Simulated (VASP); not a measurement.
Level of theory: PBEsol GGA, VASP's PBE PAW potentials (set 64) (plane waves; VASP 6.6.1).

The input files of a VASP run:

### POSCAR
```
La2O3
1.0
  1.9902706051  -3.4472497187   0.0000000000
  1.9902706051   3.4472497187   0.0000000000
  0.0000000000   0.0000000000   6.1588785653
La O
2 3
direct
  0.3333330000   0.6666670000   0.2454606569
  0.6666670000   0.3333330000   0.7545393431
  1.0000000000   0.0000000000   0.0000000000
  0.3333330000   0.6666670000   0.6457165974
  0.6666670000   0.3333330000   0.3542834026
```

**KPOINTS**
```
Regular mesh
0
Gamma
7 7 4
0 0 0
```

**INCAR**
```
SYSTEM=La2O3
PREC=Accurate; ENCUT=520; LREAL=.FALSE.
LASPH=.TRUE.
EDIFF=1E-7; NELM=100; ALGO=Normal
LMAXMIX=6
ISMEAR=0; SIGMA=0.05
GGA=PS
IBRION=2; NSW=30; ISIF=4
EDIFFG=-0.01
LWAVE=.FALSE.; LCHARG=.FALSE.
```

POTCAR, in this order: La O (PBE.64 set). Program: vasp_std.

Question: What will the output report for the number of irreducible k-points (NKPTS), largest plane-wave count, number of space-group operations, FFT grid (NGX, NGY, NGZ)?

Answer: 
```
Quantity                                       Value
--------------------------------------  ------------
number of irreducible k-points (NKPTS)            28
largest plane-wave count                        2309
number of space-group operations                  12
FFT grid (NGX, NGY, NGZ)                30 × 30 × 48
```

The compound is La2O3 in the a-type structure. This cell is one point of a volume scan, at 1.06 of the reference volume. Symmetry was kept, so distortions that lower it aren't found.
